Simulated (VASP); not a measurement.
The system is HgTe (Coloradoite).

```xyz
2
Lattice="0.0000 3.2145 3.2145 3.2145 0.0000 3.2145 3.2145 3.2145 0.0000" Properties=species:S:1:pos:R:3 pbc="T T T"
Hg    0.0000    0.0000    0.0000
Te    1.6073    1.6073    1.6073
```

- Program: VASP 6.6.1
- Task: relaxation of cell and atoms
- Functional: PBE
- Dispersion: D3(BJ)
- Potentials or basis: VASP PAW PBE potentials, release 64 (Hg, Te)
- Cutoff: 600 eV
- k mesh: 10 × 10 × 10
- Occupations: gaussian, width 0.03 eV
- Spin: no spin polarisation

At the start: pressure 2.6 GPa; volume 33.22 Å³/atom.

**Question.** Where does the relaxation end?

**Answer.** Over 3 steps the energy falls by 14.5 meV/atom and the volume is 35.12 Å³/atom (+5.7 %); space group F-43m (No. 216, to 0.05 Å).

Step by step:
```tsv
step	energy change (eV)	largest force (eV/Å)	pressure (GPa)	volume (Å³)
1	0.0000	0.0000	2.58	66.43
2	-0.0254	0.0000	-0.78	71.70
3	-0.0290	0.0000	0.01	70.24
```

Final structure:
```
Hg Te
1.0
     0.00000    3.27477    3.27477
     3.27477    0.00000    3.27477
     3.27477    3.27477    0.00000
Hg Te
1 1
Direct
  0.00000 0.00000 0.00000
  0.25000 0.25000 0.25000
```

Caveat: pairwise dispersion overbinds metals, which lowers pressure and volume.
